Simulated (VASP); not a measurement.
# KNi: single point with PBEsol+U

KNi:

```
K Ni
1.0
     3.66048    3.66048    0.00000
    -3.66048    3.66048    0.00000
     0.00000    0.00000    3.47889
K Ni
2 2
Direct
  0.00000 0.00000 0.00000
  0.50000 0.50000 0.00000
  0.50000 0.00000 0.50000
  0.00000 0.50000 0.50000
```

The cell was built by a generator and needn't be a form met in nature.

```json
{
  "Program": "VASP 6.6.1",
  "Task": "single point",
  "Functional": "PBEsol",
  "Potentials or basis": "VASP PAW PBE potentials, release 64 (K_sv, Ni)",
  "Cutoff": "520 eV",
  "k mesh": "4 × 4 × 6",
  "Occupations": "fermi-dirac, width 0.05 eV",
  "Spin": "collinear spin, ferromagnetic start",
  "Starting moments": "[0.0, 0.0, 1.0, 1.0] μB",
  "Hubbard terms": "Ni d U = 5 eV",
  "Supercell matrix": "[1, 1, 0, -1, 1, 0, 0, 0, 1]",
  "Further INCAR settings": "ALGO = Normal; EDIFF = 1e-06; NBANDS = 31"
}
```

- Pressure: 3.6 GPa
- Band gap on the k mesh: none (metal or under the smearing width)
- Net moment: 1.91 μB per cell
- Site moments: K -0.01; Ni +1.07 μB
- Valence electrons inside the program's atomic spheres: K 7.61; Ni 9.06

Stress tensor (GPa, compression positive):
```
3.64 0.00 0.00
0.00 3.64 0.00
0.00 0.00 3.47
```

Levels at points of the mesh, in eV from the Fermi level:
Spin up:
```tsv
k point	band 18	band 19	band 20	band 21	band 22	band 23
(0.00, 0.00, 0.00)	-3.17	-3.17	-0.92	2.18	2.18	4.08
(0.50, 0.00, 0.00)	-3.18	-2.48	-2.48	2.61	2.61	2.90
(0.50, 0.50, 0.00)	-3.14	-1.32	-1.32	-0.41	-0.41	4.80
(0.00, 0.00, 0.50)	-3.20	-0.92	-0.30	1.29	1.29	1.34
(0.50, 0.00, 0.50)	-3.32	-0.58	-0.58	1.22	1.22	2.76
(0.50, 0.50, 0.50)	-3.35	-0.62	-0.62	2.25	2.25	2.49
```
Spin down:
```csv
k point,band 14,band 15,band 16,band 17,band 18,band 19,band 20,band 21,band 22,band 23
"(0.00, 0.00, 0.00)",-2.49,-2.49,-1.61,-0.56,-0.56,0.53,0.69,2.11,2.11,4.11
"(0.50, 0.00, 0.00)",-2.50,-2.38,-2.38,-0.36,-0.36,-0.13,-0.13,2.87,2.87,3.20
"(0.50, 0.50, 0.00)",-2.46,-1.69,-1.69,-0.52,-0.52,-0.28,-0.28,0.65,0.65,4.68
"(0.00, 0.00, 0.50)",-2.52,-1.42,-0.39,-0.20,0.54,0.55,0.82,1.22,1.22,1.30
"(0.50, 0.00, 0.50)",-2.67,-0.90,-0.90,-0.05,-0.05,0.79,0.79,1.17,1.17,3.02
"(0.50, 0.50, 0.50)",-2.70,-1.45,-1.45,0.53,0.53,0.95,0.95,2.21,2.21,2.42
```

Eigenvalues of the final occupation matrices:
```
    site  spin  trace               eigenvalues
site 3 d     1   4.75  0.95 0.95 0.95 0.95 0.95
site 3 d     2   3.71  0.43 0.45 0.94 0.94 0.94
site 4 d     1   4.75  0.95 0.95 0.95 0.95 0.95
site 4 d     2   3.71  0.43 0.45 0.94 0.94 0.94
```

Run time: 3.4 min on 1 thread of Intel(R) Xeon(R) Platinum 8259CL CPU @ 2.50GHz (Skylake/Cascade Lake) (shared host), peak memory 0.3 GiB.

Caveat: the PAW data sets were made with another functional, which shifts forces and pressure a little; the U is typed as a test and isn't derived for this compound. The state reached can hang on the start; a lower one may exist.
